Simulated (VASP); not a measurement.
```yaml
crystal:
  lattice:
    - [0.00000, 3.59374, 3.59374]
    - [3.59374, 0.00000, 3.59374]
    - [3.59374, 3.59374, 0.00000]
  atoms:
    - { symbol: K, position: [0.00000, 0.00000, 0.00000] }
    - { symbol: I, position: [0.50000, 0.50000, 0.50000] }
```

Computed with PBE GGA, VASP's PBE PAW potentials (set 64) (plane waves; VASP 6.6.1). Run with 520 eV cut-off, Gaussian smearing of 0.050 eV, potentials K_sv I.

Unless said otherwise, spin-orbit coupling is left out, though it shifts the bands of the heavy elements here.

Question: Give the energies of bands 6 to 11 at the high-symmetry points, in eV from the valence-band maximum.

Answer: 
```json
[
 {"band": "6", "Γ": "0.00", "X": "-0.92", "U": "-0.79", "L": "-1.21", "W": "-0.67"},
 {"band": "7", "Γ": "0.00", "X": "-0.34", "U": "-0.69", "L": "-0.30", "W": "-0.67"},
 {"band": "8", "Γ": "0.00", "X": "-0.34", "U": "-0.34", "L": "-0.30", "W": "-0.54"},
 {"band": "9", "Γ": "3.85", "X": "5.01", "U": "5.63", "L": "5.47", "W": "6.44"},
 {"band": "10", "Γ": "6.51", "X": "5.65", "U": "6.48", "L": "7.55", "W": "6.44"},
 {"band": "11", "Γ": "6.51", "X": "8.04", "U": "7.49", "L": "8.04", "W": "6.50"}
]
```

The gap is direct, 3.85 eV, from the valence maximum at Γ to the conduction minimum at Γ.

Measured: gap 6.10 eV (computed value off by -2.25 eV), as given by Aguado et al., (1998), arXiv:cond-mat/9809176.

The compound is KI in the rock salt structure. It was relaxed first, which changed the volume by +5 %.
